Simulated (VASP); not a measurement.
Input:

```yaml
crystal:
  lattice:
    - [4.34351, 0.00000, 0.00000]
    - [-2.17175, 3.76159, 0.00000]
    - [0.00000, 0.00000, 10.75133]
  atoms:
    - { symbol: Sn, position: [0.33333, 0.66667, 0.82548] }
    - { symbol: Sn, position: [0.66667, 0.33333, 0.17452] }
    - { symbol: Ge, position: [0.00000, 0.00000, 0.50000] }
    - { symbol: Te, position: [0.33333, 0.66667, 0.34935] }
    - { symbol: Te, position: [0.66667, 0.33333, 0.65065] }
    - { symbol: Te, position: [0.00000, 0.00000, 0.00000] }
```

Method: PBEsol GGA with spin-orbit coupling, VASP's PBE PAW potentials (set 64) (plane waves; VASP 6.6.1). Numerical set-up: 400 eV cut-off, 7×7×3 Γ-centred mesh, Gaussian smearing of 0.050 eV, potentials Sn_d Ge_d Te.

### Question
Give the energies of bands 55 to 68 at the high-symmetry points, in eV from the valence-band maximum.

### Answer

| band | Γ | M | K | A | L | H |
|---|---|---|---|---|---|---|
| 55 | -1.52 | -2.47 | -2.27 | -1.40 | -2.02 | -0.95 |
| 56 | -1.52 | -2.47 | -2.27 | -1.40 | -2.02 | -0.95 |
| 57 | -0.80 | -1.87 | -2.23 | -0.93 | -1.44 | -0.79 |
| 58 | -0.80 | -1.87 | -2.23 | -0.93 | -1.44 | -0.79 |
| 59 | -0.27 | -1.68 | -2.18 | 0.00 | -0.09 | -0.78 |
| 60 | -0.27 | -1.68 | -2.18 | 0.00 | -0.09 | -0.78 |
| 61 | 0.57 | 1.49 | 2.02 | 0.17 | 0.04 | 0.51 |
| 62 | 0.57 | 1.49 | 2.02 | 0.17 | 0.04 | 0.51 |
| 63 | 0.82 | 1.51 | 2.12 | 0.29 | 0.25 | 0.56 |
| 64 | 0.82 | 1.51 | 2.12 | 0.29 | 0.25 | 0.56 |
| 65 | 0.90 | 1.83 | 2.21 | 0.46 | 0.42 | 0.66 |
| 66 | 0.90 | 1.83 | 2.21 | 0.46 | 0.42 | 0.66 |
| 67 | 1.16 | 1.87 | 2.50 | 1.97 | 2.87 | 3.98 |
| 68 | 1.16 | 1.87 | 2.50 | 1.97 | 2.87 | 3.98 |

The gap is indirect, 0.04 eV, from the valence maximum at A to the conduction minimum at L.

The structure comes from a computed database's Sn2GeTe3 entry (P-3m1); how it stands against other phases isn't given here. It was relaxed first, which changed the volume by -6 %.
